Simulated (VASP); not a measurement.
Input of a VASP 6.6.1 run:

The input INCAR:

```
SYSTEM = As
PREC     = Accurate       ! precision mode
ENCUT    = 600            ! plane-wave cutoff, eV
EDIFF    = 1E-7           ! SCF threshold, eV
ISMEAR   = 0              ! smearing method
SIGMA    = 0.1            ! smearing width, eV
LREAL    = .False.        ! projectors in reciprocal space
LASPH    = .True.         ! aspherical terms in the spheres
NELM     = 100            ! most SCF steps
ALGO     = Normal         ! electronic algorithm
ISIF     = 3              ! what is computed and relaxed
LWAVE    = .False.        ! write WAVECAR
LCHARG   = .False.        ! write CHGCAR
GGA      = RP             ! functional
IBRION   = 2              ! ionic algorithm
NSW      = 90             ! ionic steps
EDIFFG   = -0.005         ! ionic threshold
```

The input KPOINTS:

```
regular mesh
0
Gamma
  15 15 15
  0 0 0
```

The input POSCAR:

```
As
1.0
    1.8797500000      1.0852741700      3.4857666700
   -1.8797500000      1.0852741700      3.4857666700
    0.0000000000     -2.1705483400      3.4857666700
As
2
Direct
    0.2275400000      0.2275400000      0.2275400000
    0.7724600000      0.7724600000      0.7724600000
```

Potentials or basis: VASP PAW PBE potentials, release 64 (As).

Launch:

```console
$ cat potpaw_PBE.64/As/POTCAR > POTCAR
$ mpirun -np 1 vasp_std > vasp.out
```

(1) What does it give for the space group after relaxing (to 0.05 Å)?

(2) What does it give for the band gap on the k mesh?

(3) Estimate the relaxed cell.

(4) Predict the relaxed volume.

## Answers

(1) R-3m (No. 166).

(2) 1.55 eV, indirect (least direct gap 1.75 eV).

(3) a = 6.686 Å, b = 6.686 Å, c = 6.686 Å, α = 31.69°, β = 31.69°, γ = 31.69°.

(4) 36.62 Å³/atom.

Caveat: the volume moved by over 15 % at a fixed basis, so the end points are rough; the PAW data sets were made with another functional, which shifts forces and pressure a little; an odd mesh through Γ misses points on the zone boundary, where band edges often lie; the volume moved by +72 % from the deposited cell, more than functionals usually miss.
